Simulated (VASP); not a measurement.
The input files of a VASP run:

**INCAR**
```
ISMEAR = 0   ! Gaussian
LMAXMIX = 4
EDIFF = 1E-6   ! SCF stop (eV)
NELM = 100
SIGMA = 0.05   ! width (eV)
ISIF = 2   ! forces and stress, cell fixed
LASPH = .TRUE.   ! aspherical one-centre terms
PREC = Accurate
ENCUT = 400   ! plane-wave cut-off (eV)
GGA = PE   ! PBE
LREAL = .FALSE.   ! projection in real space or not
ALGO = Normal   ! blocked Davidson
SYSTEM = Te
LWAVE = .FALSE.
LCHARG = .FALSE.
```

### KPOINTS
```
Automatic
0
Gamma
 5 5 4
0 0 0
```

**POSCAR**
```
Te
1
    2.2746000000    -3.9397220000     0.0000000000
    2.2746000000     3.9397220000     0.0000000000
    0.0000000000     0.0000000000     6.0486000000
Te
3
Direct
  0.0000000000   0.2630000000   0.6666670000
  0.7370000000   0.7370000000   0.0000000000
  0.2630000000   0.0000000000   0.3333330000
```

POTCAR, in this order: Te (PBE.64 set). Program: vasp_std.

Task: Write an equivalent input for Quantum ESPRESSO's pw.x.

Result: One equivalent input (not run):
```
&CONTROL
  calculation = 'scf'
  pseudo_dir = './pseudo'
  outdir = './out'
  tprnfor = .true.
  tstress = .true.
/
&SYSTEM
  ibrav = 0
  nat = 3
  ntyp = 1
  ecutwfc = 82.3
  occupations = 'smearing'
  smearing = 'gaussian'
  degauss = 0.003675
  input_dft = 'pbe'
/
&ELECTRONS
  conv_thr = 7.3e-08
  electron_maxstep = 100
/
ATOMIC_SPECIES
  Te 127.600 Te.upf
CELL_PARAMETERS angstrom
     2.2746000   -3.9397220    0.0000000
     2.2746000    3.9397220    0.0000000
     0.0000000    0.0000000    6.0486000
ATOMIC_POSITIONS crystal
  Te   0.0000000  0.2630000  0.6666670
  Te   0.7370000  0.7370000  0.0000000
  Te   0.2630000  0.0000000  0.3333330
K_POINTS automatic
  5 5 4 0 0 0
```
The two are equivalent in intent, not identical: the potentials are each code's own (VASP's PAW set, PseudoDojo norm-conserving files in pw.x), so ENCUT and ecutwfc are chosen apart and not converted; conv_thr bounds pw.x's estimated SCF error, while EDIFF bounds the energy change between steps.

The compound is Te in the trig structure. The cell was not relaxed at this level.
